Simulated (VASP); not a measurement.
Consider the following.

```
TiC
1.0
    0.00000     2.08787     2.08787
    2.08787     0.00000     2.08787
    2.08787     2.08787     0.00000
Ti C
1 1
Direct
  0.00000   0.00000   0.00000
  0.50000   0.50000   0.50000
```

Calculation: LDA (Ceperley-Alder, Perdew-Zunger), VASP's LDA PAW potentials (set 64) (plane waves; VASP). Settings: 620 eV cut-off, 15×15×15 Γ-centred mesh, first-order Methfessel-Paxton smearing of 0.10 eV, potentials Ti_sv C.

Energy and stress use the plane-wave basis of the starting cell.

### Question
The ions, cell shape and volume at an external pressure of 30.0 GPa are relaxed. Give the cell that the relaxation ends in.

### Answer

```
TiC
1.0
    0.00000     2.06942     2.06942
    2.06942     0.00000     2.06942
    2.06942     2.06942     0.00000
Ti C
1 1
Direct
  0.00000   0.00000   0.00000
  0.50000   0.50000   0.50000
```
Space group Fm-3m (225), at a tolerance of 0.03 Å.

### Question
How do energy and volume change from the first to the last step?

### Answer
The energy (σ→0) changes by +36.9 meV/atom and the volume by -2.6 %, in 3 ionic steps.

| step | E(σ→0) (eV) | max force (eV/Å) | pressure (GPa) | volume (Å³) |
|---|---|---|---|---|
| 1 | -20.4691 | 0.000 | 19.77 | 18.20 |
| 2 | -20.1301 | 0.000 | 55.37 | 16.71 |
| 3 | -20.3954 | 0.000 | 29.97 | 17.72 |

The compound is TiC in the rock salt structure. This run relaxes it under an external pressure of 30 GPa. Symmetry was kept, so distortions that lower it aren't found.
